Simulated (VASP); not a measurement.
Computed with PBE GGA, VASP's PBE PAW potentials (set 64) (plane waves; VASP 6.6.1).

Input for VASP

### INCAR
```
SYSTEM = AlN
LREAL = .False.   ! projection in real space or not
NELM = 100
ISMEAR = 0   ! Gaussian
ENCUT = 200
PREC = Accurate
LASPH = .True.
GGA = PE
ISIF = 2   ! forces and stress, cell fixed
SIGMA = 0.5
ALGO = Normal   ! blocked Davidson
LCHARG = .False.
LWAVE = .False.
EDIFF = 1E-6   ! SCF stop (eV)
```

**POSCAR**
```
AlN
1
    3.0796440000     0.0000000000     0.0000000000
   -1.5398230000     2.6670500000     0.0000000000
    0.0000000000     0.0000000000    10.0819670000
Al N
4 4
Direct
  0.0000000000   0.0000000000   0.0000000000
  0.0000000000   0.0000000000   0.5000000000
  0.6666670000   0.3333330000   0.7501800000
  0.3333330000   0.6666670000   0.2501800000
  0.0000000000   0.0000000000   0.8121600000
  0.0000000000   0.0000000000   0.3121600000
  0.6666670000   0.3333330000   0.5632900000
  0.3333330000   0.6666670000   0.0632900000
```

File KPOINTS:
```
kpoints
0
Gamma
  8 8 8
0.5 0.5 0.5
```

POTCAR, in this order: Al N (PBE.64 set). Program: vasp_std.

Output of the run:

File OSZICAR:
```
       N       E                     dE             d eps       ncg     rms          rms(c)
DAV:   1     0.491845742371E+02    0.49185E+02   -0.85739E+03  3461   0.614E+02
DAV:   2    -0.602325721774E+02   -0.10942E+03   -0.10417E+03  4768   0.173E+02
DAV:   3    -0.646359272419E+02   -0.44034E+01   -0.43872E+01  4115   0.369E+01
DAV:   4    -0.646664151647E+02   -0.30488E-01   -0.30481E-01  3935   0.334E+00
DAV:   5    -0.646668399724E+02   -0.42481E-03   -0.42476E-03  4145   0.360E-01    0.175E+01
DAV:   6    -0.605443972378E+02    0.41224E+01   -0.11387E+01  3850   0.173E+01    0.101E+01
DAV:   7    -0.602400344928E+02    0.30436E+00   -0.78816E-01  4110   0.447E+00    0.481E+00
DAV:   8    -0.601849657957E+02    0.55069E-01   -0.85717E-02  3920   0.188E+00    0.359E-01
DAV:   9    -0.601838498116E+02    0.11160E-02   -0.71328E-03  4075   0.469E-01    0.158E-01
DAV:  10    -0.601841878608E+02   -0.33805E-03   -0.58319E-04  3835   0.161E-01    0.493E-02
DAV:  11    -0.601841836318E+02    0.42290E-05   -0.88180E-06  4150   0.225E-02    0.136E-02
DAV:  12    -0.601841855715E+02   -0.19397E-05   -0.41929E-06  3971   0.145E-02    0.720E-03
DAV:  13    -0.601841858640E+02   -0.29251E-06   -0.27597E-07  2530   0.430E-03
   1 F= -.60184186E+02 E0= -.60184186E+02  d E =-.177404E-08
```

File OUTCAR:
```
------------------------ aborting loop because EDIFF is reached ----------------------------------------
  FORCE on cell =-STRESS in cart. coord.  units (eV):
  Direction    XX          YY          ZZ          XY          YZ          ZX
  --------------------------------------------------------------------------------------
  Total      -34.2876973    -34.2876989    -35.4142407      0.0000129      0.0000000      0.0000000
  in kB     -663.3946377   -663.3946683   -685.1908767      0.0002487      0.0000000      0.0000000
  external PRESSURE =    -670.6600609 kB  Pullay stress =       0.0000000 kB
  volume of cell :       82.81
      direct lattice vectors                 reciprocal lattice vectors
     3.079644000  0.000000000  0.000000000     0.324712856  0.187473172  0.000000000
    -1.539823000  2.667050000  0.000000000     0.000000000  0.374946101  0.000000000
     0.000000000  0.000000000 10.081967000     0.000000000  0.000000000  0.099186994
  FREE ENERGIE OF THE ION-ELECTRON SYSTEM (eV)
  ---------------------------------------------------
  free  energy   TOTEN  =       -60.1841858640 eV

  energy  without entropy=      -60.1841858622  energy(sigma->0) =      -60.18418586
```
(Selected blocks of OUTCAR.)

At this cut-off the stress carries a Pulay error, which pulls relaxed volumes low.

The structure was generated: AlN was put into an ordered model structure, which need not be its known phase. The cell was not relaxed at this level. The run is one of a series of settings (ENCUT = 200, ISMEAR = 0, SIGMA = 0.5, KPOINTS 8×8×8 Γ-centred mesh shifted by (0.5, 0.5, 0.5) against the base run), some of them coarse on purpose.
